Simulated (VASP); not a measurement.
Output of a VASP run:

File OUTCAR:
```
 ion  position               nearest neighbor table
   1  0.000  0.000  0.000-
  LATTYP: Found a simple cubic cell.
 ALAT       =     2.2518812937
 Subroutine PRICEL returns:
 Original cell was already a primitive cell.
 Subroutine GETGRP returns: Found 48 space group operations
The static configuration has the point symmetry O_h .
The dynamic configuration has the point symmetry O_h .
The overall configuration has the point symmetry O_h .
 Subroutine INISYM returns: Found 48 space group operations
 Subroutine IBZKPT returns following result:
 Found    120 irreducible k-points:

 Following reciprocal coordinates:
            Coordinates               Weight
  0.000000  0.000000  0.000000      1.000000
  0.071429  0.000000  0.000000      6.000000
  0.142857  0.000000  0.000000      6.000000
  0.214286  0.000000  0.000000      6.000000
  0.285714  0.000000  0.000000      6.000000
  0.357143  0.000000  0.000000      6.000000
  0.428571  0.000000  0.000000      6.000000
  0.500000  0.000000  0.000000      3.000000
  0.071429  0.071429  0.000000     12.000000
  0.142857  0.071429  0.000000     24.000000
  0.214286  0.071429  0.000000     24.000000
  0.285714  0.071429  0.000000     24.000000
  0.357143  0.071429  0.000000     24.000000
  0.428571  0.071429  0.000000     24.000000
  0.500000  0.071429  0.000000     12.000000
  0.142857  0.142857  0.000000     12.000000
  0.214286  0.142857  0.000000     24.000000
  0.285714  0.142857  0.000000     24.000000
  0.357143  0.142857  0.000000     24.000000
  0.428571  0.142857  0.000000     24.000000
  0.500000  0.142857  0.000000     12.000000
  0.214286  0.214286  0.000000     12.000000
  0.285714  0.214286  0.000000     24.000000
  0.357143  0.214286  0.000000     24.000000
  0.428571  0.214286  0.000000     24.000000
  0.500000  0.214286  0.000000     12.000000
  0.285714  0.285714  0.000000     12.000000
  0.357143  0.285714  0.000000     24.000000
  0.428571  0.285714  0.000000     24.000000
  0.500000  0.285714  0.000000     12.000000
  0.357143  0.357143  0.000000     12.000000
  0.428571  0.357143  0.000000     24.000000
  0.500000  0.357143  0.000000     12.000000
  0.428571  0.428571  0.000000     12.000000
  0.500000  0.428571  0.000000     12.000000
  0.500000  0.500000  0.000000      3.000000
  0.071429  0.071429  0.071429      8.000000
  0.142857  0.071429  0.071429     24.000000
  0.214286  0.071429  0.071429     24.000000
  0.285714  0.071429  0.071429     24.000000
   k-points           NKPTS =    120   k-points in BZ     NKDIM =    120   number of bands    NBANDS=     10
   number of dos      NEDOS =    301   number of ions     NIONS =      1
   total plane-waves  NPLWV =   4096
   dimension x,y,z NGX =    16 NGY =   16 NGZ =   16
   dimension x,y,z NGXF=    32 NGYF=   32 NGZF=   32
   ions per type =               1
   PREC   = accura    normal or accurate (medium, high low for compatibility)
   ISTART =      0    job   : 0-new  1-cont  2-samecut
   ICHARG =      2    charge: 1-file 2-atom 10-const
   ISPIN  =      2    spin polarized calculation?
   LNONCOLLINEAR =      F non collinear calculations
   LSORBIT =      F    spin-orbit coupling
   INIWAV =      1    electr: 0-lowe 1-rand  2-diag
   ENCUT  =  400.0 eV  29.40 Ry    5.42 a.u.   3.67  3.67  3.67*2*pi/ulx,y,z
   NELM   =    100;   NELMIN=  2; NELMDL= -5     # of ELM steps
   EDIFF  = 0.1E-05   stopping-criterion for ELM
   LREAL  =      F    real-space projection
   NLSPLINE    = F    spline interpolate recip. space projectors
   LMAXMIX     =    4 max onsite mixed and CHGCAR
   VOSKOWN=      0    Vosko Wilk Nusair interpolation
   EDIFFG = -.1E-01   stopping-criterion for IOM
   NSW    =     60    number of steps for IOM
   NBLOCK =      1;   KBLOCK =     60    inner block; outer block
   IBRION =      2    ionic relax: 0-MD 1-quasi-New 2-CG
...
```

File OSZICAR:
```
       N       E                     dE             d eps       ncg     rms          rms(c)
DAV:   1     0.608817995585E+02    0.60882E+02   -0.72138E+03  4976   0.138E+03
DAV:   2    -0.891858449903E+01   -0.69800E+02   -0.67145E+02  4850   0.305E+02
DAV:   3    -0.100050458916E+02   -0.10865E+01   -0.10782E+01  4952   0.472E+01
DAV:   4    -0.100133133138E+02   -0.82674E-02   -0.82671E-02  4966   0.401E+00
DAV:   5    -0.100134557276E+02   -0.14241E-03   -0.14241E-03  4946   0.525E-01    0.123E+01
DAV:   6    -0.882367616540E+01    0.11898E+01   -0.65459E+00  4848   0.438E+01    0.180E+00
DAV:   7    -0.878160872346E+01    0.42067E-01   -0.20139E-01  4832   0.798E+00    0.103E+00
DAV:   8    -0.877494310818E+01    0.66656E-02   -0.29245E-03  4902   0.688E-01    0.605E-01
DAV:   9    -0.877480902993E+01    0.13408E-03   -0.61749E-04  4932   0.345E-01    0.111E-01
DAV:  10    -0.877495013917E+01   -0.14111E-03   -0.12271E-04  4884   0.141E-01    0.787E-02
DAV:  11    -0.877509010421E+01   -0.13997E-03   -0.38360E-04  4848   0.198E-01    0.363E-02
DAV:  12    -0.877511362712E+01   -0.23523E-04   -0.23065E-05  4894   0.615E-02    0.153E-02
DAV:  13    -0.877511920901E+01   -0.55819E-05   -0.13829E-06  3604   0.198E-02    0.702E-03
DAV:  14    -0.877512006159E+01   -0.85258E-06   -0.12939E-06  2906   0.125E-02
   1 F= -.87751201E+01 E0= -.87752223E+01  d E =-.877512E+01  mag=     0.3600
       N       E                     dE             d eps       ncg     rms          rms(c)
DAV:   1    -0.877859778527E+01   -0.34786E-02   -0.47608E-02  4848   0.436E+00    0.521E-01
DAV:   2    -0.877528495524E+01    0.33128E-02   -0.17387E-02  4848   0.225E+00    0.128E-01
DAV:   3    -0.877512898191E+01    0.15597E-03   -0.51345E-04  4834   0.397E-01    0.566E-02
DAV:   4    -0.877510577054E+01    0.23211E-04   -0.17171E-05  4842   0.476E-02    0.421E-02
DAV:   5    -0.877510331390E+01    0.24566E-05   -0.96259E-06  4846   0.335E-02    0.370E-03
DAV:   6    -0.877510283920E+01    0.47469E-06   -0.16248E-07  2418   0.532E-03
   2 F= -.87751028E+01 E0= -.87751981E+01  d E =0.172224E-04  mag=     0.3542
       N       E                     dE             d eps       ncg     rms          rms(c)
DAV:   1    -0.877644194527E+01   -0.13386E-02   -0.17776E-02  4848   0.267E+00    0.316E-01
DAV:   2    -0.877520495214E+01    0.12370E-02   -0.65213E-03  4846   0.137E+00    0.782E-02
DAV:   3    -0.877514613778E+01    0.58814E-04   -0.19701E-04  4830   0.246E-01    0.342E-02
DAV:   4    -0.877513827876E+01    0.78590E-05   -0.63833E-06  4786   0.293E-02    0.255E-02
DAV:   5    -0.877513807426E+01    0.20450E-06   -0.36219E-06  4650   0.206E-02
   3 F= -.87751381E+01 E0= -.87752378E+01  d E =-.180127E-04  mag=     0.3576
```

### OUTCAR
```
------------------------ aborting loop because EDIFF is reached ----------------------------------------
  FORCE on cell =-STRESS in cart. coord.  units (eV):
  Direction    XX          YY          ZZ          XY          YZ          ZX
  --------------------------------------------------------------------------------------
  Total        0.0073967      0.0073967      0.0073967     -0.0000000      0.0000000     -0.0000000
  in kB        1.0392305      1.0392305      1.0392305     -0.0000000      0.0000000     -0.0000000
  external PRESSURE =       1.0392305 kB  Pullay stress =       0.0000000 kB
  volume of cell :       11.40
      direct lattice vectors                 reciprocal lattice vectors
     2.250845652  0.000000000 -0.000000000     0.444277465 -0.000000000 -0.000000000
     0.000000000  2.250845652 -0.000000000    -0.000000000  0.444277465 -0.000000000
     0.000000000  0.000000000  2.250845652     0.000000000  0.000000000  0.444277465
 POSITION                                       TOTAL-FORCE (eV/Angst)
 -----------------------------------------------------------------------------------
      0.00000      0.00000      0.00000         0.000000      0.000000      0.000000
 -----------------------------------------------------------------------------------
    total drift:                                0.000000     -0.000000     -0.000000
  FREE ENERGIE OF THE ION-ELECTRON SYSTEM (eV)
  ---------------------------------------------------
  free  energy   TOTEN  =        -8.7751380743 eV

  energy  without entropy=       -8.7754373406  energy(sigma->0) =       -8.77523783

 total charge

# of ion       s       p       d       tot
------------------------------------------
    1        0.440   6.338   5.310  12.088

 magnetization (x)

# of ion       s       p       d       tot
------------------------------------------
    1       -0.002  -0.002   0.358   0.354

 reached required accuracy - stopping structural energy minimisation
```
(Selected blocks of OUTCAR.)

**POSCAR**
```
Mn
1
    2.2518812937     0.0000000000     0.0000000000
    0.0000000000     2.2518812937     0.0000000000
   -0.0000000000    -0.0000000000     2.2518812937
Mn
1
Direct
  0.0000000000   0.0000000000   1.0000000000
```

Task: Reconstruct the remaining input files.

Result: One answer among several that fit: the input of the run itself, PBEsol GGA, plane waves, VASP's PBE PAW potentials (set 64).

**INCAR**
```
SYSTEM = Mn
ISIF = 3   # ions, shape and volume
LORBIT = 10
ISMEAR = 1   # Methfessel-Paxton
GGA = PS   # PBEsol
IBRION = 2
LWAVE = F
LASPH = T   # aspherical one-centre terms
NSW = 60   # most ionic steps
LCHARG = F
ALGO = Normal
PREC = Accurate
ENCUT = 400
SIGMA = 0.1   # width (eV)
LREAL = F   # projection in real space or not
EDIFFG = -0.01
NELM = 100   # most electronic steps
LMAXMIX = 4   # l cut-off of mixed one-centre charges
MAGMOM = 0.4
ISPIN = 2   # spin-polarised
EDIFF = 1E-6   # SCF stop (eV)
```

KPOINTS:
```
kpoints
0
G
 14 14 14
0 0 0
```

POTCAR, in this order: Mn_pv (PBE.64 set). Program: vasp_std.

The moments were started parallel, and other spin orders were not tried in this run.

The structure was generated: Mn was put into the simple-cubic type (Pm-3m), which need not be its known phase. This run relaxes it. Symmetry was kept, so distortions that lower it aren't found. The start is the result of an earlier pass.
